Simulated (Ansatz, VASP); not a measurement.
## Mg (Mg(10-10)): VASP beside Ansatz

Wanted: the spread between two codes on one cell, functional and k mesh.

Calculated with Ansatz 0.2.0; plane waves, with VASP 6.6.1 beside it; single point at PBE.

### Step 1. Set-up

The cell holds 12 atoms: 12 Mg. Cell: a = 3.186 Å, b = 5.201 Å, c = 29.716 Å, α = 90.0°, β = 90.0°, γ = 90.0°. It derives from Mg. As first built, before any earlier steps moved the atoms (in the runner's words): 12 layers of hcp Mg, cut at this functional's lattice. Vacuum lies along c.

As a file:

```xyz
12
Lattice="3.1861 0.0000 0.0000 0.0000 5.2008 0.0000 0.0000 0.0000 29.7159" Properties=species:S:1:pos:R:3
Mg    0.0000    0.0000    7.5524
Mg    1.5930    0.0000   10.3104
Mg    1.5930    2.6004    8.3266
Mg    0.0000    0.0000   13.0624
Mg    0.0000    2.6004   11.1279
Mg    1.5930    0.0000   15.8113
Mg    1.5930    2.6004   13.9045
Mg    0.0000    0.0000   18.5880
Mg    0.0000    2.6004   16.6535
Mg    1.5930    0.0000   21.3892
Mg    1.5930    2.6004   19.4054
Mg    0.0000    2.6004   22.1635
```

### Step 2. VASP: single point, PBE

With cell and atoms fixed, the geometry can't cause a difference; cores, projectors, grids and the points listed under the comparison can.

Lines of VASP's logs that name or quote its potential files are left out, and so is its time.

INCAR

```
SYSTEM = Mg
PREC = Normal
ENCUT = 320
EDIFF = 1E-06
NELM = 120
ISMEAR = 1
SIGMA = 0.15
LREAL = .FALSE.
ALGO = Fast
GGA = PE
NBANDS = 24
LORBIT = 11
LWAVE = .FALSE.
LCHARG = .TRUE.
KPAR = 4
IDIPOL = 3
LDIPOL = .TRUE.
DIPOL = 0.5 0.5 0.5
LVHAR = .TRUE.
LVACPOTAV = .TRUE.
NEDOS = 1500
```

POSCAR

```
Mg
1.0
    3.1860766375      0.0000000000      0.0000000000
    0.0000000000      5.2007605247      0.0000000000
    0.0000000000      0.0000000000     29.7158576346
Mg
12
Direct
    0.0000000000      0.0000000000      0.2541530262
    0.5000000000      0.0000000000      0.3469678895
    0.5000000000      0.5000000000      0.2802079043
    0.0000000000      0.0000000000      0.4395757005
    0.0000000000      0.5000000000      0.3744766913
    0.5000000000      0.0000000000      0.5320834976
    0.5000000000      0.5000000000      0.4679165024
    0.0000000000      0.0000000000      0.6255233087
    0.0000000000      0.5000000000      0.5604242995
    0.5000000000      0.0000000000      0.7197920957
    0.5000000000      0.5000000000      0.6530321105
    0.0000000000      0.5000000000      0.7458469738
```

KPOINTS

```
Automatic mesh
0
Gamma
9 6 1
0 0 0
```

Potentials, in the order of the species: Mg (PBE family, release 64).

Run with:

```
$ mpirun -np 4 vasp_std
```

Numbers of over 12 decimals in the logs are rounded to 6 here.

The log of the run:

```text
[banner, memory and clock lines left out]
running    4 mpi-ranks, on    1 nodes
 distrk:  each k-point on    1 cores,    4 groups
 distr:  one band on    1 cores,    1 groups

 POSCAR found type information on POSCAR Mg
 POSCAR found :  1 types and      12 ions
 LDA part: xc-table for (Slater+PW92), standard interpolation
 POSCAR, INCAR and KPOINTS ok, starting setup
 FFT: planning ... GRIDC
 FFT: planning ... GRID_SOFT
 FFT: planning ... GRID
 WAVECAR not read
 entering main loop
       N       E                     dE             d eps       ncg     rms          rms(c)
DAV:   1     0.275271774849E+02    0.27527E+02   -0.49093E+03   960   0.460E+02
DAV:   2    -0.152751045021E+02   -0.42802E+02   -0.40497E+02  1344   0.757E+01
DAV:   3    -0.171111597763E+02   -0.18361E+01   -0.17901E+01  1320   0.150E+01
DAV:   4    -0.171586179609E+02   -0.47458E-01   -0.47440E-01  1336   0.291E+00
DAV:   5    -0.171603375625E+02   -0.17196E-02   -0.17196E-02  1520   0.523E-01    0.266E+00
RMM:   6    -0.172273953866E+02   -0.67058E-01   -0.46389E-01  1079   0.105E+00    0.207E+00
RMM:   7    -0.167821906487E+02    0.44520E+00   -0.11212E-01  1078   0.607E-01    0.135E+00
RMM:   8    -0.167113224433E+02    0.70868E-01   -0.56314E-02  1077   0.701E-01    0.367E-01
RMM:   9    -0.167078020278E+02    0.35204E-02   -0.80485E-03  1184   0.364E-01    0.879E-02
RMM:  10    -0.167077644414E+02    0.37586E-04   -0.19690E-03  1215   0.183E-01    0.380E-02
RMM:  11    -0.167078293908E+02   -0.64949E-04   -0.47739E-04  1234   0.910E-02    0.140E-02
RMM:  12    -0.167078327516E+02   -0.33608E-05   -0.19720E-04  1210   0.509E-02    0.101E-02
RMM:  13    -0.167078932178E+02   -0.60466E-04   -0.10894E-04  1126   0.314E-02    0.429E-03
RMM:  14    -0.167079166333E+02   -0.23415E-04   -0.23763E-05  1126   0.177E-02    0.303E-03
RMM:  15    -0.167079403588E+02   -0.23726E-04   -0.12699E-05  1109   0.107E-02    0.144E-03
RMM:  16    -0.167079676002E+02   -0.27241E-04   -0.34518E-06  1000   0.670E-03    0.104E-03
RMM:  17    -0.167079882103E+02   -0.20610E-04   -0.23157E-06   959   0.415E-03    0.515E-04
RMM:  18    -0.167080028142E+02   -0.14604E-04   -0.85369E-07   853   0.276E-03    0.425E-04
RMM:  19    -0.167080062282E+02   -0.34140E-05   -0.24999E-07   702   0.176E-03    0.884E-05
RMM:  20    -0.167080067226E+02   -0.49445E-06   -0.49118E-08   503   0.115E-03
|                                                                             |
|           W    W    AA    RRRRR   N    N  II  N    N   GGGG   !!!           |
|           W    W   A  A   R    R  NN   N  II  NN   N  G    G  !!!           |
|           W    W  A    A  R    R  N N  N  II  N N  N  G       !!!           |
|           W WW W  AAAAAA  RRRRR   N  N N  II  N  N N  G  GGG   !            |
|           WW  WW  A    A  R   R   N   NN  II  N   NN  G    G                |
|           W    W  A    A  R    R  N    N  II  N    N   GGGG   !!!           |
|                                                                             |
|     Did not find any points to average over, which means that no vacuum     |
|     field-free region was found. Please increase the size of  your cell     |
|     in the dimension of the dipole correction to obtain accurate            |
|     workfunction values.                                                    |
|                                                                             |

   1 F= -.16708007E+02 E0= -.16706087E+02  d E =-.576006E-02
```

From OUTCAR (step 2):

```text
ion  position               nearest neighbor table
   1  0.000  0.000  0.254-   3 3.15   3 3.15   3 3.15   3 3.15   2 3.19   2 3.19
   2  0.500  0.000  0.347-   5 3.16   5 3.16   5 3.16   5 3.16   4 3.18   4 3.18   1 3.19   1 3.19
                             3 3.27   3 3.27
   3  0.500  0.500  0.280-   1 3.15   1 3.15   1 3.15   1 3.15   5 3.22   5 3.22   2 3.27   2 3.27

  LATTYP: Found a simple orthorhombic cell.
 ALAT       =     3.1860766375
 B/A-ratio  =     1.6323400585
 C/A-ratio  =     9.3267868340

 Subroutine GETGRP returns: Found  8 space group operations
 (whereof  4 operations were pure point group operations)

The static configuration has the point symmetry C_2v.
 The point group associated with its full space group is D_2h.

 Found     20 irreducible k-points:

   k-points           NKPTS =     20   k-points in BZ     NKDIM =     20   number of bands    NBANDS=     24

   dimension x,y,z NGX =    14 NGY =   24 NGZ =  140
   dimension x,y,z NGXF=    28 NGYF=   48 NGZF=  280

   ENCUT  =  320.0 eV  23.52 Ry    4.85 a.u.   4.65  7.59 43.34*2*pi/ulx,y,z

   NELECT =      24.0000    total number of electrons

 k-points in reciprocal lattice and weights: Automatic mesh
   0.00000000  0.00000000  0.00000000       0.019
   0.11111111  0.00000000  0.00000000       0.037
   0.22222222  0.00000000  0.00000000       0.037
   0.33333333  0.00000000  0.00000000       0.037
   0.44444444  0.00000000  0.00000000       0.037
   0.00000000  0.16666667  0.00000000       0.037
   0.11111111  0.16666667  0.00000000       0.074
   0.22222222  0.16666667  0.00000000       0.074
   0.33333333  0.16666667  0.00000000       0.074
[...]
0.33333333  0.50000000  0.00000000       0.037
   0.44444444  0.50000000  0.00000000       0.037

 dipolmoment           0.000000      0.000000     -0.000000 electrons x Angstroem

 average (electrostatic) potential at core
       1 -42.2256       2 -41.9339       3 -42.0062       4 -41.9074       5 -41.8996
       6 -41.9035       7 -41.9035       8 -41.8996       9 -41.9074      10 -42.0062
      11 -41.9339      12 -42.2256

 E-fermi :  -0.0953

 k-point     1 :       0.0000    0.0000    0.0000
  band No.  band energies     occupation
    ...
     11      -0.8441      2.00000
     12      -0.8209      2.00000
     13      -0.4583      2.00328
     14      -0.2061      1.94526
     15      -0.0980      1.03066
     16       0.4564     -0.00000
     17       0.8123     -0.00000
     18       1.0132     -0.00000
     19       1.4154     -0.00000
     20       1.8978     -0.00000
    ...

 k-point     2 :       0.1111    0.0000    0.0000
  band No.  band energies     occupation
    ...
      9      -1.1662      2.00000
     10      -1.0408      2.00000
     11      -0.6696      2.00000
     12      -0.6532      2.00000
     13      -0.2871      2.07008
     14      -0.0360      0.38573
     15       0.0697     -0.06526
     16       0.6171     -0.00000
     17       0.9796     -0.00000
     18       1.1825     -0.00000
    ...

 k-point     3 :       0.2222    0.0000    0.0000
  band No.  band energies     occupation
    ...
      8      -0.9878      2.00000
      9      -0.6627      2.00000
     10      -0.5199      2.00047
     11      -0.1613      1.67089
     12      -0.1497      1.57123
     13       0.2154     -0.01262
     14       0.4532     -0.00000
     15       0.5730     -0.00000
     16       1.0228     -0.00000
     17       1.4817     -0.00000
    ...

  Total       -1.3775759     -1.0877361     -0.3185294      0.0000000      0.0000000      0.0000000
  in kB       -4.4824429     -3.5393441     -1.0364510      0.0000000      0.0000000      0.0000000
  external PRESSURE =      -3.0194127 kB  Pullay stress =       0.0000000 kB

  energy-cutoff  :      320.00
  volume of cell :      492.39
      direct lattice vectors                 reciprocal lattice vectors
     3.186076637  0.000000000  0.000000000     0.313865645  0.000000000  0.000000000
     0.000000000  5.200760525  0.000000000     0.000000000  0.192279571  0.000000000
     0.000000000  0.000000000 29.715857635     0.000000000  0.000000000  0.033652066

 POSITION                                       TOTAL-FORCE (eV/Angst)
 -----------------------------------------------------------------------------------
      0.00000      0.00000      7.55238         0.000000      0.000000      0.011879
      1.59304      0.00000     10.31045         0.000000      0.000000      0.010528
      1.59304      2.60038      8.32662         0.000000      0.000000      0.011839
      0.00000      0.00000     13.06237         0.000000      0.000000     -0.008727
      0.00000      2.60038     11.12790         0.000000      0.000000     -0.013022
      1.59304      0.00000     15.81132         0.000000      0.000000     -0.001832
      1.59304      2.60038     13.90454         0.000000      0.000000      0.001832
      0.00000      0.00000     18.58796         0.000000      0.000000      0.013022
      0.00000      2.60038     16.65349         0.000000      0.000000      0.008727
      1.59304      0.00000     21.38924         0.000000      0.000000     -0.011839
      1.59304      2.60038     19.40541         0.000000      0.000000     -0.010528
      0.00000      2.60038     22.16348         0.000000      0.000000     -0.011879
 -----------------------------------------------------------------------------------
    total drift:                               -0.000000     -0.000000     -0.000000

  FREE ENERGIE OF THE ION-ELECTRON SYSTEM (eV)
  ---------------------------------------------------
  free  energy   TOTEN  =       -16.7080067226 eV

  energy  without entropy=      -16.7022466658  energy(sigma->0) =      -16.70608670

 vacuum level on the upper side and lower side of the slab         3.536         3.536

 total charge
# of ion       s       p       d       tot
------------------------------------------
    1        0.223   0.106   0.007   0.336
    2        0.212   0.124   0.012   0.348
    3        0.211   0.118   0.009   0.338
    4        0.209   0.127   0.011   0.348
    5        0.207   0.127   0.011   0.345
    6        0.208   0.128   0.011   0.347
    7        0.208   0.128   0.011   0.347
    8        0.207   0.127   0.011   0.345
    9        0.209   0.127   0.011   0.348
   10        0.211   0.118   0.009   0.338
   11        0.212   0.124   0.012   0.348
   12        0.223   0.106   0.007   0.336
--------------------------------------------------
tot          2.540   1.462   0.123   4.125

[... 3 further parts left out ...]
```

### Step 3. Ansatz: single point, PBE

Ansatz runs on its default PAW (the set named soft_2) files.

The same cell, functional, mesh and smearing now go to Ansatz, which takes its cutoff from its data sets.

input.yaml

```yaml
crystal:
  lattice:
    - [3.1860766375, 0.0, 0.0]
    - [0.0, 5.2007605247, 0.0]
    - [0.0, 0.0, 29.7158576346]
  atoms:
    - { symbol: Mg, position: [0.0, 0.0, 0.2541530262] }
    - { symbol: Mg, position: [0.5, 0.0, 0.3469678895] }
    - { symbol: Mg, position: [0.5, 0.5, 0.2802079043] }
    - { symbol: Mg, position: [0.0, 0.0, 0.4395757005] }
    - { symbol: Mg, position: [0.0, 0.5, 0.3744766913] }
    - { symbol: Mg, position: [0.5, 0.0, 0.5320834976] }
    - { symbol: Mg, position: [0.5, 0.5, 0.4679165024] }
    - { symbol: Mg, position: [0.0, 0.0, 0.6255233087] }
    - { symbol: Mg, position: [0.0, 0.5, 0.5604242995] }
    - { symbol: Mg, position: [0.5, 0.0, 0.7197920957] }
    - { symbol: Mg, position: [0.5, 0.5, 0.6530321105] }
    - { symbol: Mg, position: [0.0, 0.5, 0.7458469738] }
hamiltonian:
  xc: pbe
  pseudopotentials: { kind: paw }
kpoints:
  mp_grid: { grid: [9, 6, 1] }
scf:
  occupations: { method: methfessel_paxton, width: 0.15 }
  n_extra_bands: 7
efield:
  axis: 3
  dipole_correction: true
  ramp_width: 0.04
output:
  forces: true
  eigenvalues: true
```

Run with:

```
$ ansatz run input.yaml --threads 4 --pin off --max-ram 9216MiB --backend cpu --events-out ev --progress --plain --runs-dir out
```

The log of the run:

```text
scf.n_extra_bands = 7 over 60 filled bands (N_el = 120.0): the run solves 67 bands
Engine: ansatz 0.2.0, aarch64-unknown-linux-gnu
Pseudopotentials: kind: paw
Pseudopotential: Mg, paw, valence charge 10, recommended cutoff 420 eV (normal), Mg.paw.azcp
Functional definition: PBE
  parameter kappa = 0.804
  parameter beta = 0.066725
  exchange = pbe_x(kappa = kappa, mu = beta*pi^2/3)
  correlation = pbe_c(beta = beta)
Crystal: 12 atoms, lattice volume = 492.392 Å³
Basis set: ecut = 420 eV, 9653 PW (Γ), exchange–correlation on 48×72×400 points (8 copies of the dense FFT grid, shifted against one another)
Bands: 67, of which v1, the nominal top of the filled ones, is band 60 counted from 1 (59 counted from 0)
Symmetry: 4 space group operations
k-points: 20 of 54
Non-local potential: Mg, projectors of the file, l = 0: 3, l = 1: 2, l = 2: 1
PAW form: soft (Blöchl's): semilocal exchange-correlation on the pseudo side does not see the compensation charge
PAW one-centre angular grid: Mg, 110 points (default); XC on 64 Gauss nodes
Initial density: superposition of atomic densities (neutral atoms: chi_scale 0, normalization atom), corrected by the library's trained network
Initial wavefunctions: pseudopotential atomic-orbital guess
Functional: x = pbe(κ = 0.804, μ = 0.219515), c = pbe(β = 0.066725)
SCF iter   1: F=—  HF=-23084.268383 eV  |F-HF|=—  |Δ(HF+E_count)|=         —  Δρ=8.11e-4  dr2=1.16e-2  ethr=1.77e-3  p=-0.000 e·Å  D=-5.28e-14 V/Å  ΔV_dip=0.00 eV  dr2_dipole=5.34e-7  V_vac-E_F(+/−)=3.64/3.64 eV  ⟨swp⟩=10.9  Hψ=6059  notcnv=0
efield: sawtooth ramp at fractional position 0.9800 (placed from the atoms, in the widest stretch of the axis that holds none; the zero of the levels goes with the place), width 0.0400; the density the first Hamiltonian is built on has a dipole p = -0.000 e·Å; the dipole correction subtracts the counter field D = -5.28e-14 V/Å, which shifts the + side's vacuum level by +0.00 eV against the − side's; the planar-averaged density in the ramp window peaks in size at 4.2e-5 e/Å³
preconditioner: auto → LDOS  [metal: Δε(μ)=0.039 eV  Ē_g=3.917 eV  σ=0.150 eV  W_gap=0.21  n_scr=72 (ndim 8)  ℏωp=8.2 eV  f_vac=0.396  D(μ)=7.81/eV (n_scr^D=38)  β→1.0]
SCF iter   2: F=—  HF=-23084.274299 eV  |F-HF|=—  |Δ(HF+E_count)|=   5.92e-3  S|Δr|=    0.00e0  Δρ=3.55e-4  dr2=3.30e-3  ethr=9.69e-6  p=0.000 e·Å  D=9.77e-6 V/Å  ΔV_dip=-0.00 eV  dr2_dipole=2.94e-7  V_vac-E_F(+/−)=3.66/3.66 eV  ⟨swp⟩=2.6  Hψ=1895  notcnv=0
SCF iter   3: F=—  HF=-23084.274129 eV  |F-HF|=—  |Δ(HF+E_count)|=   1.70e-4  S|Δr|=    0.00e0  Δρ=1.23e-4  dr2=2.56e-4  ethr=2.75e-6  p=0.000 e·Å  D=3.04e-6 V/Å  ΔV_dip=-0.00 eV  dr2_dipole=2.87e-8  V_vac-E_F(+/−)=3.64/3.64 eV  ⟨swp⟩=2.0  Hψ=1483  notcnv=0
SCF iter   4: F=—  HF=-23084.274127 eV  |F-HF|=—  |Δ(HF+E_count)|=   2.39e-6  S|Δr|=    0.00e0  Δρ=3.41e-5  dr2=1.17e-5  ethr=2.13e-7  p=0.000 e·Å  D=6.09e-7 V/Å  ΔV_dip=-0.00 eV  dr2_dipole=7.19e-11  V_vac-E_F(+/−)=3.63/3.63 eV  ⟨swp⟩=2.0  Hψ=1582  notcnv=0
SCF iter   5: F=—  HF=-23084.274204 eV  |F-HF|=—  |Δ(HF+E_count)|=   7.70e-5  S|Δr|=    0.00e0  Δρ=9.16e-6  dr2=5.98e-7  ethr=9.76e-9  p=0.000 e·Å  D=3.08e-7 V/Å  ΔV_dip=-0.00 eV  dr2_dipole=1.82e-12  V_vac-E_F(+/−)=3.63/3.63 eV  ⟨swp⟩=2.1  Hψ=2549  notcnv=0
SCF iter   6: F=-23084.274204 eV  HF=-23084.274204 eV  |F-HF|=2.84e-8  |Δ(HF+E_count)|=   2.49e-7  S|Δr|=    0.00e0  Δρ=3.35e-6  dr2=6.02e-8  ethr=8.33e-11  p=0.000 e·Å  D=1.20e-7 V/Å  ΔV_dip=-0.00 eV  dr2_dipole=1.58e-12  V_vac-E_F(+/−)=3.63/3.63 eV  ⟨swp⟩=12.4  Hψ=5766  notcnv=0
SCF 1 converged in 6 iterations: F = -23084.274204 eV  dr2 = 6.02e-8
  greatest PAW one-centre occupation: 1.000 electrons in one spin orbital (limit 2), on the Mg atom at site 1 (counted from 0), in its partial waves of l = 0
SCF converged after 6 iterations
Stability not checked: this state was not tested for a lower state beside it, because cold or Methfessel-Paxton smearing, or corrected tetrahedra, fill the levels in a way that the test cannot read (fill_not_monotonic; see scf.lower_state_search)
Free energy (F): -23084.274204 eV
Harris-Foulkes:  -23084.274204 eV  (|F-HF|=2.84e-8)
Internal energy: -23084.268291 eV  (E = F + TS)
E sigma→0 (E₀):  -23084.272726 eV
Entropy (-TS):   -0.005913 eV (-0.493 meV/atom)
Fermi energy:    1.595860 eV
Dipole field:    D = -0.000001 V/Å  (p = -0.000003 e·Å, saw-weighted, corrected)
Work function:   Φ+ = 3.6262 eV   Φ− = 3.6262 eV
Levels:          The Fermi level and band energies are counted from a zero that moves with the ramp; work functions are not
--- Per-component energies (eV) ---
  E_band       = -4775.579290
  E_kinetic    = 895.441198
  E_local      = -96985.308507  (includes V_loc(G=0)·N_el)
  E_nonlocal   = 1148.836983
  E_hartree    = 45471.479590
  E_xc         = -338.545080
  E_vxc        = -436.607481  (∫ρ·V_xc dr)
  E_paw        = -3511.027413  (= ΣΔE_a)
  E_vpaw       = -340.869786  (= ΣTr[D̂ρ^β])
  E_aug_tail   = -0.000040  (compensation charges beyond the density's cutoff)
  E_efield     = 0.000000  (sawtooth field / dipole correction)
  E_vefield    = 0.000000  (∫n·V_field dr)
  E_ewald      = 30234.854979
  E_smearing   = -0.005913  (= −TS)
  E_closure    = 0.000000  (closes the sum)
  Σ components = -23084.274204   (vs F -23084.274204, Δ=0.00e0)
--- Forces (eV/Å), atoms counted from 1 ---
  atom   1  Mg     0.00000000     0.00000000     0.00530306
  atom   2  Mg     0.00000000     0.00000000     0.00904164
  atom   3  Mg     0.00000000     0.00000000     0.00837443
  atom   4  Mg     0.00000000     0.00000000    -0.00909426
  atom   5  Mg     0.00000000     0.00000000    -0.01332956
  atom   6  Mg     0.00000000     0.00000000    -0.00211990
  atom   7  Mg     0.00000000     0.00000000     0.00211976
  atom   8  Mg     0.00000000     0.00000000     0.01332940
  atom   9  Mg     0.00000000     0.00000000     0.00909418
  atom  10  Mg     0.00000000     0.00000000    -0.00837425
  atom  11  Mg     0.00000000     0.00000000    -0.00904139
  atom  12  Mg     0.00000000     0.00000000    -0.00530288
  max |Σ_I F_I| component: 2.27e-7 eV/Å
--- Band table (eV; the first three rows and the last of 20) ---
  k-point 0: bands = [... 56 lower, 0.3601, 0.4717, 0.8453, 0.8718, 1.2334, 1.4832, 1.5934, 2.1458, ... 3 higher]
  k-point 1: bands = [... 56 lower, -0.4868, 0.0525, 0.3330, 1.2012, 1.4655, 2.1673, 2.2458, 2.5054, ... 3 higher]
  k-point 2: bands = [... 56 lower, -1.0454, -0.7355, -0.0413, 0.5532, 1.0685, 1.7258, 2.5471, 3.1971, ... 3 higher]
  k-point 19: bands = [... 56 lower, 0.6117, 0.6117, 0.8718, 0.8718, 1.6363, 1.6363, 1.8245, 1.8245, ... 3 higher]
```

It took 19 s on 4 threads of Arm Neoverse N1, shared host; peak memory 1.1 GiB.

### Step 4. Comparison

Known differences besides the potentials themselves: the data sets hold 120 valence electrons in Ansatz (default PAW (the set named soft_2) files) and 24 in VASP; the cutoff is 420 eV in Ansatz and 320 eV in VASP (PREC = Normal); VASP leaves aspherical gradient terms in its spheres out (LASPH is not set), Ansatz keeps them. Total energies have different zeros and are not compared.

Both answers:

```csv
quantity,Ansatz,VASP,difference
"work function, lower of the two faces (eV)",3.63,3.63,-0.01
"work function, higher of the two faces (eV)",3.63,3.63,-0.01
```

At this near-relaxed geometry the largest component of a force difference is 7 meV/Å. VASP's log warns that it found no field-free region in the vacuum, so its work functions are uncertain.

### Step 5. Results

| Quantity | Value |
| --- | --- |
| difference in work function, lower of the two faces (single point, PBE) | -0.0051 eV |

What this shows: The difference in work function, lower of the two faces is -0.0051 eV (single point, PBE). How closely two codes agree says nothing of how well the functional describes the real material.

[Lines on the potential files, build, host, timing and source positions are cut from VASP's logs without a mark.]

[Logs are printed without paths, hosts, clocks, repeated set-up lines and the standing remarks that a program may print on its own settings, such as how far it seeks lower states.]

[Hosts, paths, dates, database ids (printed as entryN), source tags and the programs' standing remarks are cut or masked in the printed files.]
